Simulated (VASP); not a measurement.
Cu2IBr under changes of volume

One of the cells (21.865 Å³/atom); the others are scaled copies at fixed shape and fractional positions:

```
CELL_PARAMETERS angstrom
1.98157 1.14406 6.42993
-1.98157 1.14406 6.42993
0.00000 -2.28812 6.42993
ATOMIC_POSITIONS crystal
I 0.00000 0.00000 0.00000
Br 0.50000 0.50000 0.50000
Cu 0.24903 0.24903 0.24903
Cu 0.75097 0.75097 0.75097
```

The cell comes from a database or a generator and needn't be the stable form of this composition.

```yaml
Program: VASP 6.6.1
Functional: PBE
Potentials_or_basis: VASP PAW PBE potentials, release 64 (I, Br, Cu)
Cutoff: 520 eV
k_mesh: 8 × 8 × 8
Occupations: fermi-dirac, width 0.05 eV
Spin: no spin polarisation
```

```tsv
volume (Å³/atom)	energy over the lowest point (meV/atom)	pressure (GPa)	largest force (eV/Å)
20.150	21.53	4.5	0.093
20.579	11.20	3.1	0.069
21.008	4.44	1.9	0.047
21.865	0.00	-0.2	0.010
22.294	1.63	-1.1	0.006
22.723	?	?	?
```

What does the run at 22.723 Å³/atom give?

Energy over the lowest point 5.45 meV/atom; pressure -1.8 GPa; largest force 0.020 eV/Å.

Worked out: A Birch-Murnaghan fit of order 3 (a polynomial in V^(-2/3)) to the other rows has its minimum at 21.79 Å³/atom with B0 = V·E''(V) = 48 GPa and B' = 5.3 at fixed shape and positions, which overstates the stiffness. It gives 5.43 meV/atom at 22.723 Å³/atom, against the run's 5.45, and -dE/dV = -1.8 GPa, against -1.8.

Energies are extrapolated to zero smearing.

Caveats: the run has no spin polarisation, though such a crystal can be magnetic.
